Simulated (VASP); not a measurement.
Data:

```
YN
1.0
    0.00000     2.42786     2.42786
    2.42786     0.00000     2.42786
    2.42786     2.42786     0.00000
N Y
1 1
Direct
  0.00000   0.00000   0.00000
  0.50000   0.50000   0.50000
```

Method: PBEsol GGA, VASP's PBE PAW potentials (set 64) (plane waves; VASP). Run with 520 eV cut-off, Gaussian smearing of 0.050 eV, potentials N Y_sv.

### Question
Predict the band gap (along the path) with the smallest direct gap where there is one.

### Answer

```json
{
 "band gap (along the path)": "0.07 eV",
 "smallest direct gap (along the path)": "0.44 eV"
}
```

Only differences to runs with the same potentials and settings are physical.

The structure comes from a measured YN entry (Fm-3m) of the Crystallography Open Database, whose conditions weren't checked. It was relaxed first.
